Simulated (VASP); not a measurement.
Method: LDA (Ceperley-Alder, Perdew-Zunger), VASP's LDA PAW potentials (set 64) (plane waves; VASP).

A VASP calculation is set up with these files.

INCAR:
```
ALGO = Normal
EDIFF = 1E-8
ENCUT = 400
IBRION = 8
ISMEAR = 0
LASPH = .TRUE.
LCHARG = .FALSE.
LEPSILON = .TRUE.
LMAXMIX = 4
LREAL = .FALSE.
LWAVE = .FALSE.
NELM = 100
NSW = 1
PREC = Accurate
SIGMA = 0.01
SYSTEM = CdSe
```

**POSCAR**
```
CdSe
1
    0.0000000000     3.0057119327     3.0057119327
    3.0057119327     0.0000000000     3.0057119327
    3.0057119327     3.0057119327    -0.0000000000
Cd Se
1 1
Direct
  0.0000000000   0.0000000000   0.0000000000
  0.2500000000   0.2500000000   0.2500000000
```

**KPOINTS**
```
Automatic
0
G
  14 14 14
0 0 0
```

POTCAR, in this order: Cd Se (LDA.64 set). Program: vasp_std.

The run wrote:

File OUTCAR:
```


 HEAD OF MICROSCOPIC STATIC DIELECTRIC TENSOR (INDEPENDENT PARTICLE, excluding Hartree and local field effects)
 ------------------------------------------------------
          10.637215    -0.000000     0.000000
           0.000000    10.637215     0.000000
          -0.000000    -0.000000    10.637215
 ------------------------------------------------------

 MACROSCOPIC STATIC DIELECTRIC TENSOR (including local field effects in DFT)
 ------------------------------------------------------
          10.143428     0.000000    -0.000000
           0.000000    10.143428     0.000000
          -0.000000    -0.000000    10.143428
 ------------------------------------------------------

 PIEZOELECTRIC TENSOR (including local field effects)  for field in x, y, z        (e  Angst)
          XX          YY          ZZ          XY          YZ          ZX
  --------------------------------------------------------------------------------
  x     0.00000    -0.00000    -0.00000     0.00000    -2.27477    -0.00000
  y    -0.00000     0.00000     0.00000    -0.00000    -0.00000    -2.27477
  z     0.00000    -0.00000     0.00000    -2.27477    -0.00000     0.00000

 PIEZOELECTRIC TENSOR (including local field effects)  for field in x, y, z        (C/m^2)
          XX          YY          ZZ          XY          YZ          ZX
  --------------------------------------------------------------------------------
  x     0.00000    -0.00000    -0.00000     0.00000    -0.67108    -0.00000
  y    -0.00000     0.00000     0.00000    -0.00000    -0.00000    -0.67108
  z     0.00000    -0.00000     0.00000    -0.67108    -0.00000     0.00000

 BORN EFFECTIVE CHARGES (including local field effects) (in |e|, cummulative output)
 ---------------------------------------------------------------------------------
 ion    1
    1     2.22571     0.00000    -0.00000
    2     0.00000     2.22571    -0.00000
    3     0.00000     0.00000     2.22571
 ion    2
    1    -2.22571    -0.00000     0.00000
    2    -0.00000    -2.22571     0.00000
    3    -0.00000    -0.00000    -2.22571

   1 f  =    5.341062 THz    33.558883 2PiTHz  178.158653 cm-1    22.088848 meV

   2 f  =    5.341062 THz    33.558883 2PiTHz  178.158653 cm-1    22.088848 meV

   3 f  =    5.341062 THz    33.558883 2PiTHz  178.158653 cm-1    22.088848 meV

   4 f/i=    0.007311 THz     0.045935 2PiTHz    0.243863 cm-1     0.030235 meV

   5 f/i=    0.007311 THz     0.045935 2PiTHz    0.243863 cm-1     0.030235 meV

   6 f/i=    0.007311 THz     0.045935 2PiTHz    0.243863 cm-1     0.030235 meV

 MACROSCOPIC STATIC DIELECTRIC TENSOR IONIC CONTRIBUTION
 ------------------------------------------------------
           3.047382    -0.000000     0.000000
          -0.000000     3.047382     0.000000
           0.000000     0.000000     3.047382
 ------------------------------------------------------

 ELASTIC MODULI CONTR FROM IONIC RELAXATION (kBar)
 Direction    XX          YY          ZZ          XY          YZ          ZX
 --------------------------------------------------------------------------------
 XX          -0.0000     -0.0000     -0.0000     -0.0000     -0.0000     -0.0000
 YY          -0.0000     -0.0000     -0.0000     -0.0000     -0.0000     -0.0000
 ZZ          -0.0000     -0.0000     -0.0000     -0.0000     -0.0000     -0.0000
 XY          -0.0000     -0.0000     -0.0000   -273.5787     -0.0000     -0.0000
 YZ          -0.0000     -0.0000     -0.0000     -0.0000   -273.5787      0.0000
 ZX          -0.0000     -0.0000     -0.0000     -0.0000      0.0000   -273.5787
 --------------------------------------------------------------------------------

 PIEZOELECTRIC TENSOR IONIC CONTR  for field in x, y, z        (C/m^2)
          XX          YY          ZZ          XY          YZ          ZX
  --------------------------------------------------------------------------------
  x     0.00000     0.00000     0.00000     0.00000     0.85917    -0.00000
  y     0.00000     0.00000     0.00000     0.00000    -0.00000     0.85917
  z     0.00000     0.00000     0.00000     0.85917     0.00000     0.00000
```
(Selected blocks of OUTCAR.)

The dielectric response may not be converged in the k-mesh; for small gaps it tends to come out too large.

The compound is CdSe in the zinc blende structure, whereas wurtzite is the usual form. It was relaxed first.
